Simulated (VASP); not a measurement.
Here is a VASP 6.6.1 calculation.

Contents of INCAR:

```
ALGO = Fast
EDIFF = 1E-4
EDIFFG = -0.08
ENCUT = 520
GGA = PE
IBRION = 2
ISIF = 3
ISMEAR = 0
LASPH = T
LCHARG = F
LREAL = F
LWAVE = F
NELM = 60
NSW = 24
PREC = Normal
SIGMA = 0.15
```

KPOINTS

```
k-points
0
Gamma
  3 3 3
```

The input POSCAR:

```
Zr3PdSe4
1.0
    5.5733213000      0.0000000000      0.0000000000
    0.0000000000      5.5733213000      0.0000000000
    0.0000000000      0.0000000000      5.5733213000
Zr Pd Se
3 1 4
Direct
    0.5000000000      0.0000000000      0.0000000000
    0.0000000000      0.5000000000      0.0000000000
    0.0000000000      0.0000000000      0.5000000000
    0.0000000000      0.0000000000      0.0000000000
    0.0000000000      0.5000000000      0.5000000000
    0.5000000000      0.0000000000      0.5000000000
    0.5000000000      0.5000000000      0.0000000000
    0.5000000000      0.5000000000      0.5000000000
```

Potentials or basis: VASP PAW PBE potentials, release 64 (Zr_sv, Pd, Se).

Launch:

```console
$ cat potpaw_PBE.64/Zr_sv/POTCAR potpaw_PBE.64/Pd/POTCAR potpaw_PBE.64/Se/POTCAR > POTCAR
$ mpirun -np 1 vasp_std > vasp.out
```

(1) Predict the band gap on the k mesh.

## Answers

(1) none (metal or under the smearing width).

Caveat: the k mesh is coarse (spacing up to 0.38 Å⁻¹), so the values aren't converged; the relaxation stopped at its first step, so nothing moved.
